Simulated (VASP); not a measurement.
# TiSi2: how cutoff and mesh change the relaxed cell

Aim: test the relaxed volume of TiSi2 against cutoff and mesh. The starting structure is a measured crystal structure from the Crystallography Open Database. The first relaxation on each setting starts from this cell expanded by 3 % in volume.

Calculated with VASP 6.6.1; Kohn-Sham DFT with plane waves and PAW; PBEsol.

## 1. The starting structure

Symmetry: Fddd, No. 70, orthorhombic system. Conventional cell: a = 4.800 Å, b = 8.268 Å, c = 8.552 Å, α = 90.00°, β = 90.00°, γ = 90.00°. Ti has 10 Si at 2.55 to 2.78 Å nearest. Si has 5 Si at 2.53 to 2.80 Å and 5 Ti at 2.55 to 2.78 Å nearest. Farther neighbours are not listed.

Structure file:

```xyz
6
Lattice="0.0000 4.1340 4.2760 2.4001 0.0000 4.2760 2.4001 4.1340 0.0000" Properties=species:S:1:pos:R:3 pbc="T T T"
Ti    2.4001    4.1340    4.2760
Ti    3.6002    6.2010    6.4141
Si    2.4001    6.9180    4.2760
Si    2.4001    1.3500    4.2760
Si    1.2001    3.4170    2.1380
Si    1.2001    0.7170    2.1380
```

## 2. Reference relaxation

This run starts from the cell of an earlier relaxation, which isn't shown; the restart sets up the plane waves anew.

Contents of INCAR:

```
SYSTEM = TiSi2
PREC = Accurate
ENCUT = 450
EDIFF = 1E-06
NELM = 100
ISMEAR = 1
SIGMA = 0.15
LREAL = .FALSE.
ALGO = Normal
GGA = PS
NBANDS = 26
LASPH = .TRUE.
LORBIT = 11
LWAVE = .FALSE.
LCHARG = .FALSE.
KPAR = 16
IBRION = 2
NSW = 50
ISIF = 3
EDIFFG = -0.006
```

Contents of POSCAR:

```
TiSi2
1.0
    0.0000000000      4.0910651244      4.2486936107
    2.3811549968      0.0000000000      4.2486936107
    2.3811549968      4.0910651244      0.0000000000
Ti Si
2 4
Direct
    0.5000000000      0.5000000000      0.5000000000
    0.7500000000      0.7500000000      0.7500000000
    0.8361383607      0.1638616393      0.8361383607
    0.1638616393      0.8361383607      0.1638616393
    0.4138616393      0.0861383607      0.4138616393
    0.0861383607      0.4138616393      0.0861383607
```

Contents of KPOINTS:

```
Automatic mesh
0
Gamma
10 10 10
0 0 0
```

PAW data sets: Ti_sv and Si (PBE family, release 64).

Command:

```
$ mpirun -np 16 vasp_std
```

What it wrote:

```text
[banner, memory and clock lines left out]
running   16 mpi-ranks, on    1 nodes
 distrk:  each k-point on    1 cores,   16 groups
 distr:  one band on    1 cores,    1 groups

 POSCAR found type information on POSCAR TiSi
 POSCAR found :  2 types and       6 ions
|                                                                             |
|           W    W    AA    RRRRR   N    N  II  N    N   GGGG   !!!           |
|           W    W   A  A   R    R  NN   N  II  NN   N  G    G  !!!           |
|           W    W  A    A  R    R  N N  N  II  N N  N  G       !!!           |
|           W WW W  AAAAAA  RRRRR   N  N N  II  N  N N  G  GGG   !            |
|           WW  WW  A    A  R   R   N   NN  II  N   NN  G    G                |
|           W    W  A    A  R    R  N    N  II  N    N   GGGG   !!!           |
|                                                                             |
|     For optimal performance we recommend to set                             |
|       NCORE = 2 up to number-of-cores-per-socket                            |
|     NCORE specifies how many cores store one orbital (NPAR=cpu/NCORE).      |
|     This setting can greatly improve the performance of VASP for DFT.       |
|     The default, NCORE=1 might be grossly inefficient on modern             |
|     multi-core architectures or massively parallel machines. Do your        |
|     Unfortunately you need to use the default for GW and RPA                |
|     calculations (for HF NCORE is supported but not extensively tested      |
|     yet).                                                                   |
|                                                                             |

|                                                                             |
|               ----> ADVICE to this user running VASP <----                  |
|                                                                             |
|     You enforced a specific xc type in the INCAR file but a different       |
|     [... a line on the potential file left out ...]
|     I HOPE YOU KNOW WHAT YOU ARE DOING!                                     |
|                                                                             |

 LDA part: xc-table for (Slater+PW92), standard interpolation
 POSCAR, INCAR and KPOINTS ok, starting setup
 FFT: planning ... GRIDC
 FFT: planning ... GRID_SOFT
 FFT: planning ... GRID
 WAVECAR not read
 entering main loop
       N       E                     dE             d eps       ncg     rms          rms(c)
DAV:   1     0.363507297449E+03    0.36351E+03   -0.17749E+04  8900   0.149E+03
DAV:   2    -0.471686408168E+00   -0.36398E+03   -0.35770E+03  8910   0.439E+02
DAV:   3    -0.441555286622E+02   -0.43684E+02   -0.42869E+02 15744   0.126E+02
DAV:   4    -0.471828792856E+02   -0.30274E+01   -0.30174E+01 12104   0.310E+01
DAV:   5    -0.473768743026E+02   -0.19400E+00   -0.19395E+00 14146   0.682E+00    0.196E+01
DAV:   6    -0.442974530200E+02    0.30794E+01   -0.38226E+01 12742   0.454E+01    0.691E+00
DAV:   7    -0.437623732929E+02    0.53508E+00   -0.72490E+00 11984   0.196E+01    0.528E+00
DAV:   8    -0.436860106718E+02    0.76363E-01   -0.76845E-01 12302   0.699E+00    0.104E+00
DAV:   9    -0.436784458528E+02    0.75648E-02   -0.12569E-01 12604   0.299E+00    0.501E-01
DAV:  10    -0.436790156951E+02   -0.56984E-03   -0.42477E-03 11898   0.536E-01    0.193E-01
DAV:  11    -0.436789973553E+02    0.18340E-04   -0.31266E-03 14164   0.418E-01    0.122E-01
DAV:  12    -0.436789451690E+02    0.52186E-04   -0.79693E-04 12692   0.219E-01    0.151E-02
DAV:  13    -0.436789423029E+02    0.28660E-05   -0.43032E-05 12264   0.586E-02    0.151E-02
DAV:  14    -0.436789415535E+02    0.74947E-06   -0.34142E-06 11358   0.154E-02
   1 F= -.43678942E+02 E0= -.43678911E+02  d E =-.436789E+02
 curvature:   0.00 expect dE= 0.000E+00 dE for cont linesearch  0.000E+00
 trial: gam= 0.00000 g(F)=  0.731E-08 g(S)=  0.175E-05 ort = 0.000E+00 (trialstep = 0.100E+01)
 search vector abs. value=  0.176E-05
 reached required accuracy - stopping structural energy minimisation
```

Run time: 17 s. Hardware: 16 MPI ranks of Intel Xeon 6975P-C (Granite Rapids), shared host; peak memory 6.5 GiB.

Lines that name or quote the potential files are left out of all logs, and their timing lines are given in words.

Parts of OUTCAR (step 2):

```text
ion  position               nearest neighbor table
   1  0.500  0.500  0.500-   5 2.54   5 2.54   6 2.54   6 2.54   4 2.73   4 2.73   3 2.73   3 2.73
                             4 2.75   3 2.75
   2  0.750  0.750  0.750-   3 2.54   3 2.54   4 2.54   4 2.54   6 2.73   5 2.73   6 2.73   5 2.73
                             6 2.75   5 2.75
   3  0.836  0.164  0.836-   5 2.52   5 2.52   2 2.54   2 2.54   4 2.68   1 2.73   1 2.73   1 2.75
                             4 2.77   4 2.77
   4  0.164  0.836  0.164-   6 2.52   6 2.52   2 2.54   2 2.54   3 2.68   1 2.73   1 2.73   1 2.75
                             3 2.77   3 2.77
   5  0.414  0.086  0.414-   3 2.52   3 2.52   1 2.54   1 2.54   6 2.68   2 2.73   2 2.73   2 2.75
                             6 2.77   6 2.77
   6  0.086  0.414  0.086-   4 2.52   4 2.52   1 2.54   1 2.54   5 2.68   2 2.73   2 2.73   2 2.75
                             5 2.77   5 2.77

  LATTYP: Found a face centered orthorhombic cell.
 ALAT       =     4.7623099936
 B/A-ratio  =     1.7181011441
 C/A-ratio  =     1.7842994750

 Subroutine GETGRP returns: Found  8 space group operations
 (whereof  4 operations were pure point group operations)

The static configuration has the point symmetry D_2 .
 The point group associated with its full space group is D_2h.

 Found    171 irreducible k-points:

   k-points           NKPTS =    171   k-points in BZ     NKDIM =    171   number of bands    NBANDS=     26

   dimension x,y,z NGX =    42 NGY =   36 NGZ =   36
   dimension x,y,z NGXF=    84 NGYF=   72 NGZF=   72

   ENCUT  =  450.0 eV  33.07 Ry    5.75 a.u.  10.20  8.42  8.19*2*pi/ulx,y,z

   NELECT =      40.0000    total number of electrons

 k-points in reciprocal lattice and weights: Automatic mesh
   0.00000000  0.00000000  0.00000000       0.001
   0.10000000  0.00000000  0.00000000       0.008
   0.20000000  0.00000000  0.00000000       0.008
   0.30000000 -0.00000000  0.00000000       0.008
   0.40000000  0.00000000  0.00000000       0.008
   0.50000000  0.00000000  0.00000000       0.004
   0.10000000  0.10000000  0.00000000       0.002
   0.20000000  0.10000000  0.00000000       0.008
   0.30000000  0.10000000  0.00000000       0.008
[...]
-0.10000000  0.40000000  0.50000000       0.002
   0.00000000  0.50000000  0.50000000       0.001

 average (electrostatic) potential at core
       1 -69.6642       2 -69.6642       3 -78.6313       4 -78.6313       5 -78.6313
       6 -78.6313

 E-fermi :  10.2594

 k-point     1 :       0.0000    0.0000    0.0000
  band No.  band energies     occupation
    ...
     17       7.9675      2.00000
     18       8.2474      2.00000
     19       8.5030      2.00000
     20       8.8789      2.00000
     21       9.3228      2.00000
     22      12.3510     -0.00000
     23      13.4473      0.00000
     24      13.7159      0.00000
     25      13.7257      0.00000
     26      13.8657      0.00000

 k-point     2 :       0.1000    0.0000    0.0000
  band No.  band energies     occupation
    ...
     17       7.9106      2.00000
     18       8.1985      2.00000
     19       8.8760      2.00000
     20       8.9137      2.00000
     21       9.3018      2.00000
     22      12.2457     -0.00000
     23      13.4010      0.00000
     24      13.4687      0.00000
     25      13.6984      0.00000
     26      13.8157      0.00000

 k-point     3 :       0.2000    0.0000    0.0000
  band No.  band energies     occupation
    ...
     17       8.3334      2.00000
     18       8.4635      2.00000
     19       9.0773      2.00000
     20       9.1183      2.00000
     21       9.5575      2.00000
     22      11.9420     -0.00000
     23      13.1014     -0.00000
     24      13.1846     -0.00000
     25      13.3589      0.00000
     26      13.4513      0.00000

  Total        0.0042664      0.0140827     -0.0013193      0.0000000      0.0000000      0.0000000
  in kB        0.0825786      0.2725751     -0.0255348      0.0000000      0.0000000      0.0000000
  external PRESSURE =       0.1098730 kB  Pullay stress =       0.0000000 kB

  energy-cutoff  :      450.00
  volume of cell :       82.78
      direct lattice vectors                 reciprocal lattice vectors
     0.000000000  4.091065124  4.248693611    -0.209982131  0.122217561  0.117683233
     2.381154997  0.000000000  4.248693611     0.209982131 -0.122217561  0.117683233
     2.381154997  4.091065124  0.000000000     0.209982131  0.122217561 -0.117683233

 POSITION                                       TOTAL-FORCE (eV/Angst)
 -----------------------------------------------------------------------------------
      2.38115      4.09107      4.24869        -0.000000     -0.000000     -0.000000
      3.57173      6.13660      6.37304         0.000000     -0.000000      0.000000
      2.38115      6.84139      4.24869        -0.000000     -0.000195      0.000000
      2.38115      1.34074      4.24869        -0.000000      0.000195      0.000000
      1.19058      3.38627      2.12435         0.000000      0.000195     -0.000000
      1.19058      0.70480      2.12435         0.000000     -0.000195     -0.000000
 -----------------------------------------------------------------------------------
    total drift:                               -0.000000     -0.000000      0.000000

  FREE ENERGIE OF THE ION-ELECTRON SYSTEM (eV)
  ---------------------------------------------------
  free  energy   TOTEN  =       -43.6789415535 eV

  energy  without entropy=      -43.6788510965  energy(sigma->0) =      -43.67891140

 reached required accuracy - stopping structural energy minimisation

 total charge
# of ion       s       p       d       tot
------------------------------------------
    1        2.178   6.174   2.087  10.439
    2        2.178   6.174   2.087  10.439
    3        0.770   0.868   0.000   1.638
    4        0.770   0.868   0.000   1.638
    5        0.770   0.868   0.000   1.638
    6        0.770   0.868   0.000   1.638
--------------------------------------------------
tot          7.436  15.819   4.175  27.429

[... 3 further parts left out ...]
```

The PAW data sets were made with PBE, which is usual practice but a small mismatch for other functionals. The run keeps the 8 symmetry operations of its start, so it cannot find a distortion of lower symmetry.

The reference relaxation ends at 13.796 Å³ an atom. Pressures at 0.985 and 1.015 times this volume, from two more relaxations that aren't shown, give a bulk modulus of 150.9 GPa.

## 3. Relaxation with a cutoff of 270 eV

Against step 2 the input has ENCUT = 270. This run starts from the cell of an earlier relaxation, which isn't shown; the restart sets up the plane waves anew.

Changes to INCAR since step 2:

```diff
@@ -2,3 +2,3 @@
 PREC = Accurate
-ENCUT = 450
+ENCUT = 270
 EDIFF = 1E-06
```

Contents of POSCAR:

```
TiSi2
1.0
    0.0000000000      4.0864911504      4.2473002269
    2.3790400732      0.0000000000      4.2473002269
    2.3790400732      4.0864911504      0.0000000000
Ti Si
2 4
Direct
    0.5000000000      0.5000000000      0.5000000000
    0.7500000000      0.7500000000      0.7500000000
    0.8361857549      0.1638142451      0.8361857549
    0.1638142451      0.8361857549      0.1638142451
    0.4138142451      0.0861857549      0.4138142451
    0.0861857549      0.4138142451      0.0861857549
```

KPOINTS is that of step 2.

Command:

```
$ mpirun -np 16 vasp_std
```

What it wrote:

```text
[banner, memory and clock lines left out]
running   16 mpi-ranks, on    1 nodes
[...]
[... a notice as in an earlier step ...]

 [... a notice as in an earlier step ...]

 LDA part: xc-table for (Slater+PW92), standard interpolation
 POSCAR, INCAR and KPOINTS ok, starting setup
[...]
entering main loop
       N       E                     dE             d eps       ncg     rms          rms(c)
DAV:   1     0.276977461221E+03    0.27698E+03   -0.13315E+04  8956   0.106E+03
DAV:   2    -0.109394354690E+02   -0.28792E+03   -0.28255E+03  9210   0.355E+02
DAV:   3    -0.451960461559E+02   -0.34257E+02   -0.33728E+02 16392   0.104E+02
DAV:   4    -0.472173804447E+02   -0.20213E+01   -0.20159E+01 11656   0.233E+01
[...]
DAV:  13    -0.436345154082E+02   -0.93112E-06   -0.30923E-05 12332   0.464E-02    0.907E-03
DAV:  14    -0.436345131907E+02    0.22175E-05   -0.83792E-07  8382   0.679E-03    0.310E-03
DAV:  15    -0.436345128992E+02    0.29148E-06   -0.69296E-07  6604   0.543E-03
[...]
DAV:   8    -0.436345066055E+02   -0.19863E-05   -0.54129E-07  5390   0.385E-03    0.800E-04
DAV:   9    -0.436345066642E+02   -0.58630E-07   -0.13491E-07  4992   0.239E-03
   2 F= -.43634507E+02 E0= -.43634470E+02  d E =0.623505E-05
 trial-energy change:    0.000006  1 .order    0.000008   -0.000305    0.000322
 step:   0.4870(harm=  0.4870)  dis= 0.00001  next Energy=   -43.634587 (dE=-0.744E-04)
[...]
N       E                     dE             d eps       ncg     rms          rms(c)
DAV:   1    -0.436353347997E+02   -0.82819E-03   -0.16927E-02 12588   0.139E+00    0.244E-01
DAV:   2    -0.436348269669E+02    0.50783E-03   -0.92302E-03 13696   0.743E-01    0.813E-02
DAV:   3    -0.436346058803E+02    0.22109E-03   -0.14866E-03 11844   0.250E-01    0.367E-02
DAV:   4    -0.436345838935E+02    0.21987E-04   -0.16281E-04 13946   0.758E-02    0.125E-02
DAV:   5    -0.436345816298E+02    0.22637E-05   -0.11762E-05 11480   0.179E-02    0.834E-03
DAV:   6    -0.436345889279E+02   -0.72980E-05   -0.92345E-06 12862   0.988E-03    0.391E-03
DAV:   7    -0.436345893476E+02   -0.41976E-06   -0.10573E-06  6122   0.553E-03
   3 F= -.43634589E+02 E0= -.43634552E+02  d E =-.764484E-04
[...]
reached required accuracy - stopping structural energy minimisation
```

Wall time 15 s (16 MPI ranks); peak memory 4.2 GiB; 4 min of CPU time.

Parts of OUTCAR (step 3):

```text
  Total        0.0067852     -0.0132006      0.0184223      0.0000000      0.0000000      0.0000000
  in kB        0.1318114     -0.2564369      0.3578756      0.0000000      0.0000000      0.0000000
  external PRESSURE =       0.0777500 kB  Pullay stress =       0.0000000 kB

 POSITION                                       TOTAL-FORCE (eV/Angst)
 -----------------------------------------------------------------------------------
      2.37809      4.08469      4.24526         0.000000      0.000000     -0.000000
      3.56714      6.12704      6.36790        -0.000000      0.000000      0.000000
      2.37809      6.83113      4.24526         0.000000     -0.000421      0.000000
      2.37809      1.33825      4.24526         0.000000      0.000421      0.000000
      1.18905      3.38060      2.12263        -0.000000      0.000421     -0.000000
      1.18905      0.70409      2.12263        -0.000000     -0.000421     -0.000000
 -----------------------------------------------------------------------------------
    total drift:                               -0.000000     -0.000000      0.000000

  FREE ENERGIE OF THE ION-ELECTRON SYSTEM (eV)
  ---------------------------------------------------
  free  energy   TOTEN  =       -43.6345893476 eV

  energy  without entropy=      -43.6344772921  energy(sigma->0) =      -43.63455200

[... 2 parts as in an earlier step ...]

[... 2 further parts left out ...]
[key lines of the parts left out:]
E-fermi :  10.3133
```

With a cutoff of 270 eV the cell ends at 13.746 Å³ an atom, -0.36 % from the reference; the bulk modulus is 154.6 GPa against 150.9 GPa.

## 4. Relaxation with a 5×5×5 mesh

Against step 2 the input has a 5×5×5 mesh (also changed: KPAR and NCORE). This run starts from the cell of an earlier relaxation, which isn't shown; the restart sets up the plane waves anew.

Changes to INCAR since step 3:

```diff
@@ -2,3 +2,3 @@
 PREC = Accurate
-ENCUT = 270
+ENCUT = 450
 EDIFF = 1E-06
@@ -15,3 +15,4 @@
 LCHARG = .FALSE.
-KPAR = 16
+KPAR = 8
+NCORE = 2
 IBRION = 2
```

Contents of POSCAR:

```
TiSi2
1.0
    0.0000000000      4.0814107803      4.2696356866
    2.3728362082      0.0000000000      4.2696356866
    2.3728362082      4.0814107803      0.0000000000
Ti Si
2 4
Direct
    0.5000000000      0.5000000000      0.5000000000
    0.7500000000      0.7500000000      0.7500000000
    0.8376682558      0.1623317442      0.8376682558
    0.1623317442      0.8376682558      0.1623317442
    0.4123317442      0.0876682558      0.4123317442
    0.0876682558      0.4123317442      0.0876682558
```

Contents of KPOINTS:

```
Automatic mesh
0
Gamma
5 5 5
0 0 0
```

Command:

```
$ mpirun -np 16 vasp_std
```

What it wrote:

```text
[banner, memory and clock lines left out]
running   16 mpi-ranks, on    1 nodes
[...]
[... a notice as in an earlier step ...]

 LDA part: xc-table for (Slater+PW92), standard interpolation
 POSCAR, INCAR and KPOINTS ok, starting setup
[...]
entering main loop
       N       E                     dE             d eps       ncg     rms          rms(c)
DAV:   1     0.361523283952E+03    0.36152E+03   -0.17662E+04  1404   0.149E+03
DAV:   2    -0.408512974726E+00   -0.36193E+03   -0.35573E+03  1406   0.439E+02
DAV:   3    -0.442645433322E+02   -0.43856E+02   -0.42999E+02  2522   0.126E+02
DAV:   4    -0.472131233918E+02   -0.29486E+01   -0.29388E+01  1904   0.305E+01
[...]
DAV:  13    -0.436535881878E+02    0.17106E-05   -0.47046E-05  1932   0.616E-02    0.184E-02
DAV:  14    -0.436535871062E+02    0.10817E-05   -0.47898E-06  1894   0.183E-02    0.399E-03
DAV:  15    -0.436535869031E+02    0.20313E-06   -0.14821E-06  1304   0.931E-03
   1 F= -.43653587E+02 E0= -.43652916E+02  d E =-.436536E+02
[...]
reached required accuracy - stopping structural energy minimisation
```

The job ended after 4.2 s (16 MPI ranks; peak memory 3 GiB).

Parts of OUTCAR (step 4):

```text
  Total       -0.0172090     -0.0148003     -0.0206902      0.0000000      0.0000000      0.0000000
  in kB       -0.3334016     -0.2867361     -0.4008454      0.0000000      0.0000000      0.0000000
  external PRESSURE =      -0.3403277 kB  Pullay stress =       0.0000000 kB

 POSITION                                       TOTAL-FORCE (eV/Angst)
 -----------------------------------------------------------------------------------
      2.37284      4.08141      4.26964        -0.000000     -0.000000      0.000000
      3.55925      6.12212      6.40445         0.000000      0.000000     -0.000000
      2.37284      6.83774      4.26964        -0.000000      0.000127      0.000000
      2.37284      1.32509      4.26964        -0.000000     -0.000127      0.000000
      1.18642      3.36579      2.13482         0.000000     -0.000127      0.000000
      1.18642      0.71562      2.13482         0.000000      0.000127      0.000000
 -----------------------------------------------------------------------------------
    total drift:                               -0.000000     -0.000000      0.000000

  FREE ENERGIE OF THE ION-ELECTRON SYSTEM (eV)
  ---------------------------------------------------
  free  energy   TOTEN  =       -43.6535869031 eV

  energy  without entropy=      -43.6515752603  energy(sigma->0) =      -43.65291636

[... 1 part as in an earlier step ...]

[... 3 further parts left out ...]
[key lines of the parts left out:]
E-fermi :  10.1935
```

With a 5×5×5 mesh the cell ends at 13.783 Å³ an atom, -0.09 % from the reference, a by -0.3 %, b by -0.2 % and c by +0.5 %; the bulk modulus is 151.1 GPa against 150.9 GPa.

[end of part 1 of 2]

[Lines on the potential files, build, host, timing and source positions are cut from VASP's logs without a mark.]

[Logs are printed without paths, hosts, clocks, repeated set-up lines and the standing remarks that a program may print on its own settings, such as how far it seeks lower states.]

[Hosts, paths, dates, database ids (printed as entryN), source tags and the programs' standing remarks are cut or masked in the printed files.]
